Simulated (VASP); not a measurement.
Be3Se2S:

```
Be Se S
1.0
     4.38333    0.00000    0.00000
     0.70837    4.45217    0.00000
     0.47194    0.06517    5.38733
Be Se S
3 2 1
Direct
  0.81635 0.54451 0.04354
  0.43759 0.98514 0.26846
  0.01172 0.28395 0.60253
  0.01526 0.01117 0.02358
  0.54193 0.44119 0.44626
  0.30215 0.73404 0.74063
```

The cell was built by a generator and needn't be a form met in nature.

| Quantity | Value |
| --- | --- |
| Program | VASP 6.6.1 |
| Task | relaxation of cell and atoms |
| Functional | PBE |
| Potentials or basis | VASP PAW PBE potentials, release 64 (Be, Se, S) |
| Cutoff | 520 eV |
| k mesh | 3 × 3 × 3 |
| Occupations | gaussian, width 0.15 eV |
| Spin | no spin polarisation |

At the start: pressure 3.2 GPa; volume 17.52 Å³/atom.

Q: Where does the relaxation end?

A: Over 18 steps the energy falls by 1503.1 meV/atom and the volume is 16.39 Å³/atom (-6.4 %); space group Imm2 (No. 44, to 0.05 Å).

The path:
| step | energy change (eV) | largest force (eV/Å) | pressure (GPa) | volume (Å³) |
| --- | --- | --- | --- | --- |
| 1 | 0.0000 | 4.7860 | 3.16 | 105.14 |
| 2 | -2.1556 | 1.2331 | -3.75 | 109.84 |
| 3 | -3.6120 | 2.4178 | -4.73 | 114.56 |
| 4 | -5.0789 | 2.0526 | -1.58 | 104.57 |
| 5 | -5.0831 | 2.0927 | -1.24 | 104.11 |
| 6 | -6.1168 | 1.6171 | -0.56 | 98.37 |
| 7 | -6.2190 | 1.5947 | 1.69 | 95.72 |
| 8 | -6.9971 | 1.8773 | 3.52 | 95.31 |
| 9 | -7.0166 | 2.0352 | 4.20 | 95.17 |
| 10 | -7.7910 | 1.3490 | -0.27 | 99.66 |
| 11 | -8.0178 | 1.2602 | -2.68 | 102.82 |
| 12 | -8.5737 | 0.8513 | -1.56 | 100.44 |
| 13 | -8.7231 | 1.0364 | 0.06 | 98.57 |
| 14 | -8.9200 | 0.5766 | 0.18 | 98.23 |
| 15 | -8.9742 | 0.3887 | 0.60 | 97.83 |
| 16 | -9.0068 | 0.2037 | -0.19 | 98.85 |
| 17 | -9.0109 | 0.1582 | -0.59 | 99.34 |
| 18 | -9.0188 | 0.0765 | 0.02 | 98.36 |

Final structure:
```yaml
crystal:
  lattice:
    - [4.91204, -0.23660, -1.10462]
    - [0.32704, 3.55246, 0.69771]
    - [-1.17509, 0.79602, 6.03589]
  atoms:
    - { symbol: Be, position: [0.71332, 0.59289, 0.00743] }
    - { symbol: Be, position: [0.39562, 0.90755, 0.36614] }
    - { symbol: Be, position: [0.08179, 0.24944, 0.68891] }
    - { symbol: Se, position: [0.97570, 0.08690, 0.01858] }
    - { symbol: Se, position: [0.64626, 0.41289, 0.35700] }
    - { symbol: S, position: [0.31232, 0.75033, 0.68693] }
```

Caveat: the k mesh is coarse (spacing up to 0.49 Å⁻¹), so the values aren't converged.
